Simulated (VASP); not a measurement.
Here is the system:

```
TiAs
1.0
    0.00000     3.22161     3.22161
    3.22161     0.00000     3.22161
    3.22161     3.22161     0.00000
Ti As
1 1
Cartesian
  0.00000   0.00000   0.00000
  1.61081   1.61081   1.61081
```

These are PBEsol GGA, VASP's PBE PAW potentials (set 64) (plane waves; VASP) values and carry that method's errors. Run with 400 eV cut-off, 9×9×9 Γ-centred mesh, first-order Methfessel-Paxton smearing of 0.10 eV, potentials Ti_sv As.

Energy and stress use the plane-wave basis of the starting cell.

### Question
The ions, cell shape and volume are relaxed. Predict the relaxed structure.

### Answer

```
TiAs
1.0
    0.00000     2.84498     2.84498
    2.84498     0.00000     2.84498
    2.84498     2.84498     0.00000
Ti As
1 1
Direct
  0.00000   0.00000   0.00000
  0.25000   0.25000   0.25000
```
Space group F-43m (216), at a tolerance of 0.03 Å.

### Question
How do energy and volume change from the first to the last step?

### Answer
The energy (σ→0) changes by -621.7 meV/atom and the volume by -31.1 %, in 14 ionic steps.

The structure was generated: TiAs was put into the zinc blende type (F-43m), which need not be its known phase. This run relaxes it. Symmetry was kept, so distortions that lower it aren't found. The electron count is odd and the run is not spin-polarised, which forces a metal.
